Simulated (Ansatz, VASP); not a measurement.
NaLa: VASP beside Ansatz

```
La Na
1.0
     3.58205    0.00000    0.00000
    -1.79102    3.10214    0.00000
     0.00000    0.00000    6.44027
La Na
1 1
Direct
  0.00000 0.00000 0.50000
  0.66667 0.33333 0.00000
```

Change from the starting cell: volume scaled by 0.98.

Alike in both runs: task single point; functional LDA; k mesh 9 × 9 × 4; occupations gaussian, width 0.05 eV; no spin polarisation.

|  | VASP | Ansatz |
| --- | --- | --- |
| version | VASP 6.6.1 | Ansatz 0.2.0 |
| potentials or method | VASP PAW LDA potentials, release 64 (La, Na_pv), cutoff 520 eV | all-electron LAPW, scalar-relativistic |

```csv
,VASP,Ansatz,Ansatz less VASP
gap on the k mesh at the Fermi level (eV),none,none,-
pressure (GPa),-1.9,-1.8,+0.06
largest component of the traceless stress (GPa),0.53,0.50,-0.035
```

A gap of «none» marks a metal or a gap that the smearing closes. Ansatz ran all-electron here, so the differences hold the error of VASP's frozen core and of both bases.

Spin-orbit coupling is left out, which matters for the levels of La.
